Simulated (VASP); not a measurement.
A VASP calculation is set up with these files.

### INCAR
```
SYSTEM = ZrSe2
PREC = Accurate
ENCUT = 400
EDIFF = 1E-6
NELM = 100
ALGO = Normal
LREAL = .FALSE.
LASPH = .TRUE.
ISMEAR = 0
SIGMA = 0.05
GGA = PE
LMAXMIX = 4
LWAVE = .FALSE.
LCHARG = .FALSE.
IBRION = 2
ISIF = 3
NSW = 60
EDIFFG = -0.01
```

KPOINTS:
```
Regular mesh
0
Gamma
 7 7 4
0 0 0
```

### POSCAR
```
ZrSe2
1
    1.8850000000    -3.2649160000     0.0000000000
    1.8850000000     3.2649160000     0.0000000000
    0.0000000000     0.0000000000     6.1400000000
Zr Se
1 2
Direct
  0.0000000000   0.0000000000   0.0000000000
  0.3333330000   0.6666670000   0.2550000000
  0.6666670000   0.3333330000   0.7450000000
```

POTCAR, in this order: Zr_sv Se (PBE.64 set). Program: vasp_std.

Problem. Write an equivalent input for Quantum ESPRESSO's pw.x.

Solution. One equivalent input (not run):
```
&CONTROL
  calculation = 'vc-relax'
  pseudo_dir = './pseudo'
  outdir = './out'
  tprnfor = .true.
  tstress = .true.
  nstep = 60
  forc_conv_thr = 0.00039
/
&SYSTEM
  ibrav = 0
  nat = 3
  ntyp = 2
  ecutwfc = 86
  occupations = 'smearing'
  smearing = 'gaussian'
  degauss = 0.003675
  input_dft = 'pbe'
/
&ELECTRONS
  conv_thr = 7.3e-08
  electron_maxstep = 100
/
&IONS
/
&CELL
/
ATOMIC_SPECIES
  Zr 91.224 Zr.upf
  Se 78.971 Se.upf
CELL_PARAMETERS angstrom
     1.8850000   -3.2649160    0.0000000
     1.8850000    3.2649160    0.0000000
     0.0000000    0.0000000    6.1400000
ATOMIC_POSITIONS crystal
  Zr   0.0000000  0.0000000  0.0000000
  Se   0.3333330  0.6666670  0.2550000
  Se   0.6666670  0.3333330  0.7450000
K_POINTS automatic
  7 7 4 0 0 0
```
What does not carry over: the potentials are each code's own (VASP's PAW set, PseudoDojo norm-conserving files in pw.x), so ENCUT and ecutwfc are chosen apart and not converted; conv_thr bounds pw.x's estimated SCF error, while EDIFF bounds the energy change between steps; forc_conv_thr acts on force components and is met together with etot_conv_thr.

The compound is ZrSe2 in the 1T layered structure. This run relaxes it. Symmetry was kept, so distortions that lower it aren't found.
